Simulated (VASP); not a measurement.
# A VASP study of Ti3AlC2 (r2SCAN): structure first, properties next, part 6 of 6

Wanted: the relaxed cell of Ti3AlC2 and its properties. Left out of this account: 1 further run (core levels: core levels are not valid at this level). The start is a computed cell from the Materials Project.

VASP 6.6.1; r2SCAN; plane waves and PAW (Ti_sv, Al, C).

So far. Step 12 (Volume scan with r2SCAN (run 7)): The pressure falls from -7.02 to -10.03 GPa. The parabola predicted -9.96 GPa, +0.07 GPa off. Step 14 (Fit for r2SCAN): The fitted volume lies +0.04 % from the relaxed one. The atoms bear forces along the scan, since they were held; freeing them would lower the modulus. The relaxed cell has a = 3.072, c = 18.608 Å (conventional setting).

### Step 15. Independent-particle dielectric function (r2SCAN)

This step: r2SCAN; plane waves and PAW (Ti_sv, Al, C) (VASP 6.6.1).

LOPTICS sums transitions from filled to empty bands. The mesh is finer than in the run before. NBANDS is raised for it.

INCAR reads:

```
SYSTEM = Ti3AlC2
PREC = Accurate
ENCUT = 520
EDIFF = 1E-06
NELM = 100
ISMEAR = 0
SIGMA = 0.05
LREAL = .FALSE.
ALGO = Normal
METAGGA = R2SCAN
LASPH = .TRUE.
NBANDS = 143
LORBIT = 11
LWAVE = .FALSE.
LCHARG = .FALSE.
KPAR = 8
LOPTICS = .TRUE.
NEDOS = 1500
CSHIFT = 0.1
```

POSCAR reads:

```
Ti3AlC2
1.0
    3.0724344578      0.0000000000      0.0000000000
   -1.5362172289      2.6608062919      0.0000000000
    0.0000000000      0.0000000000     18.6083950105
Ti Al C
6 2 4
Direct
    0.6666666700      0.3333333300      0.3723665973
    0.3333333300      0.6666666700      0.8723665973
    0.3333333300      0.6666666700      0.6276334027
    0.6666666700      0.3333333300      0.1276334027
    0.0000000000      0.0000000000      0.5000000000
    0.0000000000      0.0000000000      0.0000000000
    0.0000000000      0.0000000000      0.7500000000
    0.0000000000      0.0000000000      0.2500000000
    0.3333333300      0.6666666700      0.4304594190
    0.6666666700      0.3333333300      0.9304594190
    0.3333333300      0.6666666700      0.0695405810
    0.6666666700      0.3333333300      0.5695405810
```

KPOINTS reads:

```
Automatic mesh
0
Gamma
12 12 2
0 0 0
```

The projector-augmented-wave data sets are Ti_sv, Al and C (PBE family, release 64).

Started as:

```bash
$ mpirun -np 8 vasp_std
```

Log:

```text
[... set-up lines as in an earlier step ...]
 entering main loop
       N       E                     dE             d eps       ncg     rms          rms(c)
DAV:   1     0.114028459339E+04    0.11403E+04   -0.32565E+04 10868   0.790E+02
DAV:   2    -0.873270392547E+00   -0.11412E+04   -0.10374E+04 10868   0.267E+02
DAV:   3    -0.172674740109E+03   -0.17180E+03   -0.16168E+03 12963   0.102E+02
DAV:   4    -0.189051927932E+03   -0.16377E+02   -0.15599E+02 15552   0.263E+01
DAV:   5    -0.189439660979E+03   -0.38773E+00   -0.38717E+00 12608   0.443E+00    0.424E+01
DAV:   6    -0.141078093798E+03    0.48362E+02   -0.19168E+01 13905   0.357E+01    0.996E+00
DAV:   7    -0.142066137173E+03   -0.98804E+00   -0.53101E+00 12905   0.109E+01    0.905E+00
DAV:   8    -0.141518901470E+03    0.54724E+00   -0.91109E-01 13105   0.503E+00    0.563E+00
DAV:   9    -0.141622127467E+03   -0.10323E+00   -0.39869E-01 15264   0.287E+00    0.234E+00
DAV:  10    -0.141583705910E+03    0.38422E-01   -0.11433E-01 12249   0.152E+00    0.673E-01
DAV:  11    -0.141584627863E+03   -0.92195E-03   -0.88671E-03 13192   0.509E-01    0.215E-01
DAV:  12    -0.141584794581E+03   -0.16672E-03   -0.20474E-03 12496   0.148E-01    0.622E-02
DAV:  13    -0.141584873855E+03   -0.79274E-04   -0.11484E-04 14376   0.391E-02    0.240E-02
DAV:  14    -0.141584880963E+03   -0.71076E-05   -0.35035E-05 14745   0.169E-02    0.108E-02
DAV:  15    -0.141584888937E+03   -0.79749E-05   -0.61731E-06 12968   0.105E-02    0.391E-03
DAV:  16    -0.141584887974E+03    0.96374E-06   -0.42343E-07  7898   0.195E-03
   1 F= -.14158489E+03 E0= -.14158207E+03  d E =-.564196E-02
 optical routines
 imaginary and real dielectric function
 direction            1
 direction            2
 direction            3
```

The job ended after 3.1 min (8 MPI ranks of Intel Xeon 6975P-C (Granite Rapids), shared host; peak memory 9.8 GiB; 24 min of CPU time).

From OUTCAR (step 15):

```text
   k-points           NKPTS =     38   k-points in BZ     NKDIM =     38   number of bands    NBANDS=    143

   NELECT =      94.0000    total number of electrons

 E-fermi :   8.4720

 k-point     1 :       0.0000    0.0000    0.0000
  band No.  band energies     occupation
    ...
     40       6.8420      2.00000
     41       6.8420      2.00000
     42       6.8465      2.00000
     43       6.8465      2.00000
     44       7.3116      2.00000
     45       9.1787      0.00000
     46       9.3258      0.00000
     47       9.3387      0.00000
     48       9.3387      0.00000
     49       9.3484      0.00000
    ...

  Total       -0.0542393     -0.0542393      0.1515023      0.0000000      0.0000000     -0.0000000
  in kB       -0.5712420     -0.5712420      1.5956037      0.0000000      0.0000000     -0.0000000
  external PRESSURE =       0.1510399 kB  Pullay stress =       0.0000000 kB

 POSITION                                       TOTAL-FORCE (eV/Angst)
 -----------------------------------------------------------------------------------
      1.53622      0.88694      6.92914         0.000000     -0.000000      0.061039
     -0.00000      1.77387     16.23334        -0.000000      0.000000      0.061039
     -0.00000      1.77387     11.67925        -0.000000      0.000000     -0.061039
      1.53622      0.88694      2.37505         0.000000     -0.000000     -0.061039
      0.00000      0.00000      9.30420        -0.000000      0.000000      0.000000
      0.00000      0.00000      0.00000        -0.000000      0.000000      0.000000
      0.00000      0.00000     13.95630        -0.000000      0.000000      0.000000
      0.00000      0.00000      4.65210         0.000000     -0.000000      0.000000
     -0.00000      1.77387      8.01016        -0.000000      0.000000     -0.023247
      1.53622      0.88694     17.31436         0.000000     -0.000000     -0.023247
     -0.00000      1.77387      1.29404        -0.000000      0.000000      0.023247
      1.53622      0.88694     10.59824         0.000000     -0.000000      0.023247
 -----------------------------------------------------------------------------------
    total drift:                                0.000000      0.000000      0.000000

  FREE ENERGIE OF THE ION-ELECTRON SYSTEM (eV)
  ---------------------------------------------------
  free  energy   TOTEN  =      -141.5848879737 eV

  energy  without entropy=     -141.5792460120  energy(sigma->0) =     -141.58206699

 plasma frequency squared (from intraband transitions) (eV^2)
  --------------------------------------------------------------------------------------
      26.471       0.000       0.000
       0.000      26.471       0.000
       0.000       0.000       0.000

[... 8 parts as in an earlier step ...]

[... 8 further parts left out ...]
```

These are independent-particle spectra without excitons or local fields, and fine structure depends on the mesh and on CSHIFT. The intraband (Drude) part is not in this spectrum.

Numbers from this step:

```yaml
scf_cycles: 16
bands: 143
irreducible_k_points: 38
free_energy_toten: -141.5849 eV
energy_at_zero_smearing: -141.5821 eV
fermi_energy: 8.472 eV
pressure: 0.01510 GPa
```

The imaginary dielectric function has structure finer than the step of the table below, so its rows give means over 1 eV, whole bins alone (the curve runs from 0 to 25.0 eV). Peaks (eV: height): xx 0.3: 33.4, 1.0: 25.4, 2.6: 20.6; zz 0.7: 57.9, 1.9: 28.9.

Imaginary dielectric function against photon energy; means over each step:

```
photon energy (eV)     xx     zz
                 1   22.4   28.3
                 2   15.3   21.1
                 3   16.5   14.5
                 4   12.3   12.8
                 5   10.5   11.2
                 6   9.19   9.06
                 7   6.80   6.38
                 8   4.53   5.34
                 9   3.09   2.75
                10   2.00   2.07
                11   1.28   1.65
                12  0.967   1.12
                13   1.41   1.48
                14   1.41   1.21
                15   1.36   1.21
                16  0.981  0.968
                17  0.945  0.798
                18  0.939  0.818
                19  0.814  0.789
                20  0.586  0.661
                21  0.471  0.537
                22  0.353  0.381
                23  0.302  0.328
                24  0.244  0.309
```

Table of real dielectric function by photon energy:

| photon energy (eV) | xx | zz |
| --- | --- | --- |
| 0 | 57.2 | 58.9 |
| 1 | 18.6 | 13.1 |
| 2 | 13.0 | 2.78 |
| 3 | 3.47 | 5.54 |
| 4 | 1.47 | 3.43 |
| 5 | -0.671 | 2.66 |
| 6 | -1.45 | -3.37 |
| 7 | -3.66 | -1.44 |
| 8 | -2.90 | -4.63 |
| 9 | -2.99 | -2.51 |
| 10 | -1.97 | -2.09 |
| 11 | -1.62 | -1.42 |
| 12 | -0.289 | -0.535 |
| 13 | -0.0714 | -0.386 |
| 14 | -0.272 | -0.443 |
| 15 | -0.161 | -0.152 |
| 16 | -0.272 | -0.333 |
| 17 | -0.106 | 0.0221 |
| 18 | 0.0342 | 0.0750 |
| 19 | -0.140 | 0.106 |
| 20 | -0.0536 | -0.0152 |
| 21 | 0.120 | 0.132 |
| 22 | 0.172 | 0.155 |
| 23 | 0.297 | 0.335 |
| 24 | 0.406 | 0.418 |

Force by atom:

```
atom  x (eV/Å)  y (eV/Å)  z (eV/Å)    size
 Ti1    0.0000    0.0000    0.0610  0.0610
 Ti2    0.0000    0.0000    0.0610  0.0610
 Ti3    0.0000    0.0000   -0.0610  0.0610
 Ti4    0.0000    0.0000   -0.0610  0.0610
 Ti5    0.0000    0.0000    0.0000  0.0000
 Ti6    0.0000    0.0000    0.0000  0.0000
 Al7    0.0000    0.0000    0.0000  0.0000
 Al8    0.0000    0.0000    0.0000  0.0000
  C9    0.0000    0.0000   -0.0232  0.0232
 C10    0.0000    0.0000   -0.0232  0.0232
 C11    0.0000    0.0000    0.0232  0.0232
 C12    0.0000    0.0000    0.0232  0.0232
```

### Step 16. Results

| Item | Value |
| --- | --- |
| relaxed volume | 12.68 Å³/atom |
| relaxed conventional cell a, b, c | 3.072, 3.072, 18.608 Å; angles 90.0, 90.0, 120.0° |
| space group after relaxing, within 0.02 Å | P6_3/mmc (No. 194) |
| band gap | none, a metal |
| DOS at the Fermi level | 3.18 states/eV/cell |
| bulk modulus from the fit | 193 GPa |
| volume from the fit | 12.7 Å³/atom |

With r2SCAN, Ti3AlC2 relaxes to 12.68 Å³/atom in space group P6_3/mmc (held by the symmetry of the run), comes out as a metal and has a bulk modulus of 193 GPa at fixed shape and positions, an upper bound. Band structure (r2SCAN): Of the bands kept, 4 cross the Fermi level on this path. No search among competing phases was made, and a listed structure need not be the one stable at ambient conditions. All values are for a static lattice at zero temperature.

[Lines on the potential files, build, host, timing and source positions are cut from VASP's logs without a mark.]

[Logs are printed without paths, hosts, clocks, repeated set-up lines and the standing remarks that a program may print on its own settings, such as how far it seeks lower states.]

[Hosts, paths, dates, database ids (printed as entryN), source tags and the programs' standing remarks are cut or masked in the printed files.]

[A measured line is paired with the nearest computed mode of its activity, which favours agreement.]
